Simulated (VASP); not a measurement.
All values below come from r2SCAN meta-GGA, VASP's PBE PAW potentials (set 64) (plane waves; VASP).

The input files of a VASP run:

### INCAR
```
# general
SYSTEM   =  Ta2O5
PREC     =  Accurate
ENCUT    =  520
LREAL    =  .FALSE.
LASPH    =  .TRUE.

# electronic loop
EDIFF    =  1E-7
NELM     =  100
ALGO     =  Normal
LMAXMIX  =  6
LMIXTAU  =  .TRUE.

# smearing
ISMEAR   =  -5

# functional
METAGGA  =  R2SCAN

# ions
ISIF     =  2

# output
LWAVE    =  .FALSE.
LCHARG   =  .FALSE.
LORBIT   =  11
NEDOS    =  601

# other
LEFG     =  .TRUE.
```

### POSCAR
```
Ta2O5
1
    3.8450633955     0.0000000000    -0.0033537392
    0.0000000000     3.8640408410     0.0000000000
   -1.8263480779     0.0000000000     6.5306645057
Ta O
2 5
Direct
  0.6485169437   0.0000000000   0.7913973091
  0.3514830563   0.0000000000   0.2086026909
  0.6622075752   0.5000000000   0.7990922326
  0.3377924248   0.5000000000   0.2009077674
  0.1890782278   0.0000000000   0.8702994707
  0.8109217722   0.0000000000   0.1297005293
  0.5000000000   0.0000000000   0.5000000000
```

File KPOINTS:
```
K-points
0
gamma
 7 7 4
0 0 0
```

File KPOINTS_OPT:
```
k-points along high-symmetry lines
6
Line-mode
Reciprocal
  0.000000   0.000000   0.000000 ! GAMMA
  0.000000   0.500000   0.000000 ! Z

  0.000000   0.500000   0.000000 ! Z
  0.000000   0.500000   0.500000 ! D

  0.000000   0.500000   0.500000 ! D
  0.000000   0.000000   0.500000 ! B

  0.000000   0.000000   0.500000 ! B
  0.000000   0.000000   0.000000 ! GAMMA

  0.000000   0.000000   0.000000 ! GAMMA
 -0.500000   0.000000   0.500000 ! A

 -0.500000   0.000000   0.500000 ! A
 -0.500000   0.500000   0.500000 ! E

 -0.500000   0.500000   0.500000 ! E
  0.000000   0.500000   0.000000 ! Z

  0.000000   0.500000   0.000000 ! Z
 -0.500000   0.500000   0.000000 ! C_2

 -0.500000   0.500000   0.000000 ! C_2
 -0.500000   0.000000   0.000000 ! Y_2

 -0.500000   0.000000   0.000000 ! Y_2
  0.000000   0.000000   0.000000 ! GAMMA
```

POTCAR, in this order: Ta_pv O (PBE.64 set). Program: vasp_std.

The run wrote:

File OUTCAR:
```
 ion  position               nearest neighbor table
   1  0.649  0.000  0.791-   7 1.90   3 1.93   3 1.93   5 1.98   5 2.00   6 2.21   2 3.32   2 3.34
  LATTYP: Found a simple monoclinic cell.
 ALAT       =     3.8450648581
 B/A-ratio  =     1.0049351529
 C/A-ratio  =     1.7636200253
 COS(beta)  =    -0.2701637668
 Subroutine PRICEL returns:
 Original cell was already a primitive cell.
 Subroutine GETGRP returns: Found  4 space group operations
The static configuration has the point symmetry C_2h.
The dynamic configuration has the point symmetry C_2h.
 Subroutine INISYM returns: Found  4 space group operations
 Subroutine IBZKPT returns following result:
 Found     60 irreducible k-points:

 Following reciprocal coordinates:
            Coordinates               Weight
  0.000000  0.000000  0.000000      1.000000
  0.142857  0.000000  0.000000      2.000000
  0.285714  0.000000  0.000000      2.000000
  0.428571  0.000000 -0.000000      2.000000
  0.000000  0.142857  0.000000      2.000000
  0.142857  0.142857  0.000000      4.000000
  0.285714  0.142857  0.000000      4.000000
  0.428571  0.142857 -0.000000      4.000000
  0.000000  0.285714  0.000000      2.000000
  0.142857  0.285714  0.000000      4.000000
  0.285714  0.285714  0.000000      4.000000
  0.428571  0.285714 -0.000000      4.000000
  0.000000  0.428571  0.000000      2.000000
  0.142857  0.428571  0.000000      4.000000
  0.285714  0.428571  0.000000      4.000000
  0.428571  0.428571 -0.000000      4.000000
  0.000000  0.000000  0.250000      2.000000
  0.142857  0.000000  0.250000      2.000000
  0.285714  0.000000  0.250000      2.000000
  0.428571  0.000000  0.250000      2.000000
 -0.428571  0.000000  0.250000      2.000000
 -0.285714  0.000000  0.250000      2.000000
 -0.142857  0.000000  0.250000      2.000000
  0.000000  0.142857  0.250000      4.000000
  0.142857  0.142857  0.250000      4.000000
  0.285714  0.142857  0.250000      4.000000
  0.428571  0.142857  0.250000      4.000000
 -0.428571  0.142857  0.250000      4.000000
 -0.285714  0.142857  0.250000      4.000000
 -0.142857  0.142857  0.250000      4.000000
  0.000000  0.285714  0.250000      4.000000
  0.142857  0.285714  0.250000      4.000000
  0.285714  0.285714  0.250000      4.000000
  0.428571  0.285714  0.250000      4.000000
 -0.428571  0.285714  0.250000      4.000000
 -0.285714  0.285714  0.250000      4.000000
 -0.142857  0.285714  0.250000      4.000000
  0.000000  0.428571  0.250000      4.000000
  0.142857  0.428571  0.250000      4.000000
  0.285714  0.428571  0.250000      4.000000
   k-points           NKPTS =     60   k-points in BZ     NKDIM =     60   number of bands    NBANDS=     31
   number of dos      NEDOS =    601   number of ions     NIONS =      7
   total plane-waves  NPLWV =  45000
   dimension x,y,z NGX =    30 NGY =   30 NGZ =   50
   dimension x,y,z NGXF=    60 NGYF=   60 NGZF=  100
   ions per type =               2   5
   PREC   = accura    normal or accurate (medium, high low for compatibility)
   ISTART =      0    job   : 0-new  1-cont  2-samecut
   ICHARG =      2    charge: 1-file 2-atom 10-const
   ISPIN  =      1    spin polarized calculation?
   LNONCOLLINEAR =      F non collinear calculations
   LSORBIT =      F    spin-orbit coupling
   INIWAV =      1    electr: 0-lowe 1-rand  2-diag
   ENCUT  =  520.0 eV  38.22 Ry    6.18 a.u.   7.15  7.18 12.61*2*pi/ulx,y,z
   NELM   =    100;   NELMIN=  2; NELMDL= -5     # of ELM steps
   EDIFF  = 0.1E-06   stopping-criterion for ELM
   LREAL  =      F    real-space projection
...
```

OSZICAR:
```
       N       E                     dE             d eps       ncg     rms          rms(c)
DAV:   1     0.394747335096E+03    0.39475E+03   -0.30478E+04  3720   0.170E+03
DAV:   2    -0.148237245739E+03   -0.54298E+03   -0.53435E+03  4811   0.459E+02
DAV:   3    -0.179295415347E+03   -0.31058E+02   -0.30987E+02  4378   0.115E+02
DAV:   4    -0.179727428712E+03   -0.43201E+00   -0.43144E+00  4518   0.149E+01
DAV:   5    -0.179735646584E+03   -0.82179E-02   -0.82136E-02  4357   0.193E+00    0.534E+01
DAV:   6    -0.154886744640E+03    0.24849E+02   -0.59097E+01  4685   0.519E+01    0.214E+01
DAV:   7    -0.147547891661E+03    0.73389E+01   -0.44820E+00  4414   0.139E+01    0.903E+00
DAV:   8    -0.153171538253E+03   -0.56236E+01   -0.26004E+00  4168   0.112E+01    0.219E+00
DAV:   9    -0.148058329614E+03    0.51132E+01   -0.11918E+00  4063   0.771E+00    0.463E-01
DAV:  10    -0.148433719360E+03   -0.37539E+00   -0.23092E-01  4589   0.369E+00    0.453E-01
DAV:  11    -0.148396054974E+03    0.37664E-01   -0.19153E-02  4252   0.125E+00    0.350E-01
DAV:  12    -0.148557962881E+03   -0.16191E+00   -0.66136E-02  4112   0.250E+00    0.137E-01
DAV:  13    -0.148526451619E+03    0.31511E-01   -0.35612E-02  4308   0.154E+00    0.169E-01
DAV:  14    -0.148524280199E+03    0.21714E-02   -0.64098E-03  4371   0.781E-01    0.693E-02
DAV:  15    -0.148530968104E+03   -0.66879E-02   -0.44334E-03  4203   0.576E-01    0.349E-02
DAV:  16    -0.148534910671E+03   -0.39426E-02   -0.12351E-03  4329   0.337E-01    0.111E-02
DAV:  17    -0.148535371069E+03   -0.46040E-03   -0.42150E-04  4329   0.184E-01    0.940E-03
DAV:  18    -0.148535568937E+03   -0.19787E-03   -0.11774E-04  4385   0.102E-01    0.401E-03
DAV:  19    -0.148535604946E+03   -0.36009E-04   -0.15108E-05  4483   0.357E-02    0.342E-03
DAV:  20    -0.148535604148E+03    0.79820E-06   -0.15202E-06  4524   0.103E-02    0.217E-03
DAV:  21    -0.148535605683E+03   -0.15345E-05   -0.58290E-07  4297   0.623E-03    0.136E-03
DAV:  22    -0.148535606061E+03   -0.37878E-06   -0.65540E-07  4462   0.569E-03    0.692E-04
DAV:  23    -0.148535606350E+03   -0.28879E-06   -0.14617E-07  2956   0.339E-03    0.293E-04
DAV:  24    -0.148535606298E+03    0.52515E-07   -0.46388E-08  2742   0.190E-03
   1 F= -.14853561E+03 E0= -.14853561E+03  d E =0.000000E+00
       N       E                     dE             ncg
```

File OUTCAR:
```
------------------------ aborting loop because EDIFF is reached ----------------------------------------
  FORCE on cell =-STRESS in cart. coord.  units (eV):
  Direction    XX          YY          ZZ          XY          YZ          ZX
  --------------------------------------------------------------------------------------
  Total       -0.0182291     -0.0671839     -0.0330055      0.0000000      0.0000000     -0.0158288
  in kB       -0.3010776     -1.1096320     -0.5451303      0.0000000      0.0000000     -0.2614343
  external PRESSURE =      -0.6519466 kB  Pullay stress =       0.0000000 kB
  volume of cell :       97.01
      direct lattice vectors                 reciprocal lattice vectors
     3.845063395  0.000000000 -0.003353739     0.260137189  0.000000000  0.072749267
     0.000000000  3.864040841  0.000000000     0.000000000  0.258796436  0.000000000
    -1.826348078  0.000000000  6.530664506     0.000133590  0.000000000  0.153161134
 POSITION                                       TOTAL-FORCE (eV/Angst)
 -----------------------------------------------------------------------------------
      1.04822      0.00000      5.16618         0.002305      0.000000      0.022836
      0.97049      0.00000      1.36114        -0.002305      0.000000     -0.022836
      1.08681      1.93202      5.21638        -0.029190      0.000000     -0.018253
      0.93191      1.93202      1.31093         0.029190     -0.000000      0.018253
     -0.86245      0.00000      5.68300         0.007083      0.000000      0.000998
      2.88117      0.00000      0.84431        -0.007083      0.000000     -0.000998
      1.00936      0.00000      3.26366         0.000000      0.000000      0.000000
 -----------------------------------------------------------------------------------
    total drift:                               -0.000000      0.000000     -0.000000
  FREE ENERGIE OF THE ION-ELECTRON SYSTEM (eV)
  ---------------------------------------------------
  free  energy   TOTEN  =      -148.5356062978 eV

  energy  without entropy=     -148.5356062978  energy(sigma->0) =     -148.53560630

 total charge

# of ion       s       p       d       tot
------------------------------------------
    1        0.365   6.353   2.054   8.772
    2        0.365   6.353   2.054   8.772
    3        1.576   3.547   0.000   5.123
    4        1.576   3.547   0.000   5.123
    5        1.567   3.582   0.000   5.149
    6        1.567   3.582   0.000   5.149
    7        1.574   3.561   0.000   5.135
--------------------------------------------------
tot          8.589  30.525   4.108  43.223

 Electric field gradients after diagonalization (V/A^2)
 (convention: |V_zz| > |V_xx| > |V_yy|)
----------------------------------------------------------------------
 ion       V_xx      V_yy      V_zz     asymmetry (V_yy - V_xx)/ V_zz
----------------------------------------------------------------------
   1     211.038   151.113  -362.151       0.165
   2     211.038   151.113  -362.151       0.165
   3      -3.372    -0.112     3.484       0.935
   4      -3.372    -0.112     3.484       0.935
   5      40.427    15.130   -55.557       0.455
   6      40.427    15.130   -55.557       0.455
   7      25.426    22.237   -47.663       0.067
```
(Selected blocks of OUTCAR.)

The structure comes from a computed database's Ta2O5 entry (P2/m); how it stands against other phases isn't given here. It was relaxed first.
